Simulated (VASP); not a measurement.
# SrCl2: structure and properties in VASP, part 4 of 5

What structure does SrCl2 take at this level, and what are its properties? The start is a cell from a database of measured crystal structures.

VASP 6.6.1; r2SCAN; plane waves and PAW (Sr_sv, Cl).

So far, gap on the k-mesh (eV): step 2 (full relaxation (r2SCAN)) 5.97; step 5 (total and projected DOS (r2SCAN)) 5.93; step 6 (volume scan with r2SCAN) 6.06; step 7 (volume scan with r2SCAN (run 2)) 6.07.

## Step 10: Volume scan with r2SCAN (run 5)

INCAR

```
SYSTEM = SrCl2
PREC = Accurate
ENCUT = 400
EDIFF = 1E-06
NELM = 100
ISMEAR = 0
SIGMA = 0.05
LREAL = .FALSE.
ALGO = Normal
METAGGA = R2SCAN
LASPH = .TRUE.
NBANDS = 18
LORBIT = 11
LWAVE = .FALSE.
LCHARG = .FALSE.
KPAR = 2
ISIF = 2
```

POSCAR

```
SrCl2
1.0
    0.0000000000      3.5203866373      3.5203866373
    3.5203866373      0.0000000000      3.5203866373
    3.5203866373      3.5203866373      0.0000000000
Sr Cl
1 2
Direct
    0.0000000000      0.0000000000      0.0000000000
    0.2500000000      0.2500000000      0.2500000000
    0.7500000000      0.7500000000      0.7500000000
```

KPOINTS

```
Automatic mesh
0
Gamma
7 7 7
0 0 0
```

Potentials, in the order of the species: Sr_sv and Cl (PBE family, release 64).

Started as:

```bash
$ mpirun -np 2 vasp_std
```

Log:

```text
[... set-up lines as in an earlier step ...]
 entering main loop
       N       E                     dE             d eps       ncg     rms          rms(c)
DAV:   1     0.101238187315E+03    0.10124E+03   -0.10157E+04   720   0.988E+02
DAV:   2    -0.342639401887E+02   -0.13550E+03   -0.13280E+03   956   0.218E+02
DAV:   3    -0.422849559013E+02   -0.80210E+01   -0.79941E+01   998   0.537E+01
DAV:   4    -0.425450082355E+02   -0.26005E+00   -0.25926E+00  1182   0.830E+00
[...]
DAV:  12    -0.356850109862E+02   -0.12246E-04   -0.83102E-06  1156   0.178E-02    0.832E-03
DAV:  13    -0.356850162165E+02   -0.52304E-05   -0.50098E-06   818   0.146E-02    0.265E-03
DAV:  14    -0.356850160973E+02    0.11920E-06   -0.14741E-07   876   0.259E-03
   1 F= -.35685016E+02 E0= -.35685016E+02  d E =-.144182E-22
```

Wall time 83 s (2 MPI ranks of AMD EPYC 7R43, shared host); peak memory 0.3 GiB.

From OUTCAR (step 10):

```text
  Total       -0.3874731     -0.3874731     -0.3874731      0.0000000      0.0000000     -0.0000000
  in kB       -7.1146086     -7.1146086     -7.1146086      0.0000000      0.0000000     -0.0000000
  external PRESSURE =      -7.1146086 kB  Pullay stress =       0.0000000 kB

 POSITION                                       TOTAL-FORCE (eV/Angst)
 -----------------------------------------------------------------------------------
      0.00000      0.00000      0.00000        -0.000000      0.000000     -0.000000
      1.76019      1.76019      1.76019        -0.000000     -0.000000     -0.000000
      5.28058      5.28058      5.28058         0.000000      0.000000      0.000000
 -----------------------------------------------------------------------------------
    total drift:                                0.000000     -0.000000      0.000000

  FREE ENERGIE OF THE ION-ELECTRON SYSTEM (eV)
  ---------------------------------------------------
  free  energy   TOTEN  =       -35.6850160973 eV

  energy  without entropy=      -35.6850160973  energy(sigma->0) =      -35.68501610

[... 1 part as in an earlier step ...]

[... 2 further parts left out ...]
[key lines of the parts left out:]
E-fermi :  -0.0921
```

The pressure falls from 0.00 to -0.71 GPa.

The run ends at a pressure of -0.71 GPa.

## Step 11: Volume scan with r2SCAN (run 6)

INCAR is that of step 10.

POSCAR

```
SrCl2
1.0
    0.0000000000      3.5432469314      3.5432469314
    3.5432469314      0.0000000000      3.5432469314
    3.5432469314      3.5432469314      0.0000000000
Sr Cl
1 2
Direct
    0.0000000000      0.0000000000      0.0000000000
    0.2500000000      0.2500000000      0.2500000000
    0.7500000000      0.7500000000      0.7500000000
```

KPOINTS is that of step 10.

Started as:

```bash
$ mpirun -np 2 vasp_std
```

Log:

```text
[... set-up lines as in an earlier step ...]
 entering main loop
       N       E                     dE             d eps       ncg     rms          rms(c)
DAV:   1     0.101270581750E+03    0.10127E+03   -0.99985E+03   720   0.982E+02
DAV:   2    -0.336501435239E+02   -0.13492E+03   -0.13232E+03   956   0.214E+02
DAV:   3    -0.422453472715E+02   -0.85952E+01   -0.85686E+01   984   0.553E+01
DAV:   4    -0.425252879462E+02   -0.27994E+00   -0.27893E+00  1164   0.878E+00
[...]
DAV:  12    -0.356748097260E+02   -0.14130E-04   -0.92916E-06  1128   0.178E-02    0.812E-03
DAV:  13    -0.356748150052E+02   -0.52792E-05   -0.48909E-06   840   0.140E-02    0.236E-03
DAV:  14    -0.356748147363E+02    0.26895E-06   -0.16907E-07   904   0.264E-03
   1 F= -.35674815E+02 E0= -.35674815E+02  d E =-.378696E-11
```

Elapsed: 2.6 min, on 2 MPI ranks; peak memory 0.36 GiB; 4.9 min of CPU time.

From OUTCAR (step 11):

```text
  Total       -0.7493953     -0.7493953     -0.7493953     -0.0000000      0.0000000      0.0000000
  in kB      -13.4954469    -13.4954469    -13.4954469     -0.0000000      0.0000000      0.0000000
  external PRESSURE =     -13.4954469 kB  Pullay stress =       0.0000000 kB

 POSITION                                       TOTAL-FORCE (eV/Angst)
 -----------------------------------------------------------------------------------
      0.00000      0.00000      0.00000        -0.000000     -0.000000     -0.000000
      1.77162      1.77162      1.77162         0.000000      0.000000      0.000000
      5.31487      5.31487      5.31487         0.000000     -0.000000     -0.000000
 -----------------------------------------------------------------------------------
    total drift:                                0.000000      0.000000      0.000000

  FREE ENERGIE OF THE ION-ELECTRON SYSTEM (eV)
  ---------------------------------------------------
  free  energy   TOTEN  =       -35.6748147363 eV

  energy  without entropy=      -35.6748147363  energy(sigma->0) =      -35.67481474

[... 1 part as in an earlier step ...]

[... 2 further parts left out ...]
[key lines of the parts left out:]
E-fermi :  -0.3309
```

The pressure falls from -0.71 to -1.35 GPa.

The run ends at a pressure of -1.35 GPa.

## Step 12: Volume scan with r2SCAN (run 7)

A prediction first. A least-squares parabola for the 6 pressures of evenly scaled cells so far, P = 0.00 -38.0 t +90 t² GPa with t = ln(V/V₁) and V₁ the volume at scale 1, gives -1.90 GPa at t = +0.0583.

INCAR is that of step 11.

POSCAR

```
SrCl2
1.0
    0.0000000000      3.5658159917      3.5658159917
    3.5658159917      0.0000000000      3.5658159917
    3.5658159917      3.5658159917      0.0000000000
Sr Cl
1 2
Direct
    0.0000000000      0.0000000000      0.0000000000
    0.2500000000      0.2500000000      0.2500000000
    0.7500000000      0.7500000000      0.7500000000
```

KPOINTS is that of step 11.

Started as:

```bash
$ mpirun -np 2 vasp_std
```

Log:

```text
[... set-up lines as in an earlier step ...]
 entering main loop
       N       E                     dE             d eps       ncg     rms          rms(c)
DAV:   1     0.102868095544E+03    0.10287E+03   -0.10149E+04   720   0.988E+02
DAV:   2    -0.339894900022E+02   -0.13686E+03   -0.13293E+03   950   0.217E+02
DAV:   3    -0.422113795589E+02   -0.82219E+01   -0.81988E+01   966   0.546E+01
DAV:   4    -0.425029910116E+02   -0.29161E+00   -0.29096E+00  1172   0.909E+00
[...]
DAV:  12    -0.356583802211E+02   -0.15440E-04   -0.10671E-05  1142   0.188E-02    0.808E-03
DAV:  13    -0.356583854878E+02   -0.52668E-05   -0.48081E-06   828   0.135E-02    0.242E-03
DAV:  14    -0.356583851781E+02    0.30972E-06   -0.18119E-07   894   0.264E-03
   1 F= -.35658385E+02 E0= -.35658385E+02  d E =-.628491E-15
```

The job ended after 3.2 min (2 MPI ranks; peak memory 0.32 GiB; 6.1 min of CPU time).

From OUTCAR (step 12):

```text
  Total       -1.0881197     -1.0881197     -1.0881197      0.0000000     -0.0000000      0.0000000
  in kB      -19.2256246    -19.2256246    -19.2256246      0.0000000     -0.0000000      0.0000000
  external PRESSURE =     -19.2256246 kB  Pullay stress =       0.0000000 kB

 POSITION                                       TOTAL-FORCE (eV/Angst)
 -----------------------------------------------------------------------------------
      0.00000      0.00000      0.00000         0.000000     -0.000000     -0.000000
      1.78291      1.78291      1.78291         0.000000      0.000000     -0.000000
      5.34872      5.34872      5.34872        -0.000000     -0.000000      0.000000
 -----------------------------------------------------------------------------------
    total drift:                                0.000000      0.000000      0.000000

  FREE ENERGIE OF THE ION-ELECTRON SYSTEM (eV)
  ---------------------------------------------------
  free  energy   TOTEN  =       -35.6583851781 eV

  energy  without entropy=      -35.6583851781  energy(sigma->0) =      -35.65838518

[... 1 part as in an earlier step ...]

[... 2 further parts left out ...]
[key lines of the parts left out:]
E-fermi :  -0.4014
```

The pressure falls from -1.35 to -1.92 GPa. The parabola predicted -1.90 GPa, +0.02 GPa off.

## Step 13: Side by side

Times are for 2 MPI ranks of AMD EPYC 7R43, shared host. The series side by side:

```
no.  volume scale  energy above the lowest point (meV/atom)  pressure (GPa)  gap on the k-mesh (eV)     time  memory (GiB)
  1          0.94                                     14.77           2.699                   6.063     75 s           0.3
  2          0.96                                      6.59           1.699                   6.075     65 s          0.29
  3          0.98                                      1.82          0.8053                   6.047     80 s           0.3
  4             1                                         0        0.004998                   5.970     80 s          0.29
  5          1.02                                       0.9         -0.7115                   5.894     83 s           0.3
  6          1.04                                       4.3          -1.350                   5.821  2.6 min          0.36
  7          1.06                                      9.78          -1.923                   5.751  3.2 min          0.32
```

## Step 14: Fit for r2SCAN

This step: Birch-Murnaghan fit, r2SCAN; plane waves and PAW (VASP 6.6.1).

This step runs nothing: it gathers the runs above.

Numbers from this step:

* pressure derivative of the bulk modulus: 4.465
* r.m.s. error of the fit: 1.98e-5 eV/atom
* minimum inside the sampled range: yes
* bulk modulus: 37.46 GPa
* equilibrium volume of the fit: 28.60 Å³/atom

Table of energy above the fitted minimum by volume:

```
volume (Å³/atom)  energy above the fitted minimum (eV/atom)
           26.80                                     0.0148
           27.37                                    0.00660
           27.95                                    0.00184
           28.52                                     1.8e-5
           29.09                                     9.2e-4
           29.66                                    0.00432
           30.23                                    0.00980
```

The fit over cells of fixed shape and fractional positions puts the volume +0.29 % from the relaxed one. At a finite cutoff and mesh the minimum of the energy and the zero of the stress don't quite coincide, and the relaxation stops at a threshold.

[end of part 4 of 5]

[Lines on the potential files, build, host, timing and source positions are cut from VASP's logs without a mark.]

[Logs are printed without paths, hosts, clocks, repeated set-up lines and the standing remarks that a program may print on its own settings, such as how far it seeks lower states.]

[Hosts, paths, dates, database ids (printed as entryN), source tags and the programs' standing remarks are cut or masked in the printed files.]

[A measured line is paired with the nearest computed mode of its activity, which favours agreement.]

[In band tables of VASP the shares of atoms and orbitals are scaled to a sum of 1 inside the atoms' spheres.]
